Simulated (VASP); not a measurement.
Data:

```xyz
4
Lattice="4.1196 0.0000 0.0000 0.0000 4.1196 0.0000 0.0000 0.0000 4.1196" Properties=species:S:1:pos:R:3 pbc="T T T"
Sc     0.0000     0.0000     0.0000
Al     0.0000     2.0598     2.0598
Al     2.0598     0.0000     2.0598
Al     2.0598     2.0598     0.0000
```

All values below come from r2SCAN+rVV10, VASP's PBE PAW potentials (set 64) (plane waves; VASP). Run with 520 eV cut-off, 8×8×8 Γ-centred mesh, first-order Methfessel-Paxton smearing of 0.10 eV, potentials Sc_sv Al.

### Question
Give the stress tensor in GPa (positive for a compressed cell).

### Answer

```
-2.64   0.00   0.00
 0.00  -2.64   0.00
 0.00   0.00  -2.64
```
The pressure is its mean diagonal, -2.64 GPa.

The compound is Al3Sc in the L1_2 structure. This cell is one point of a volume scan, at 1.03 of the reference volume.
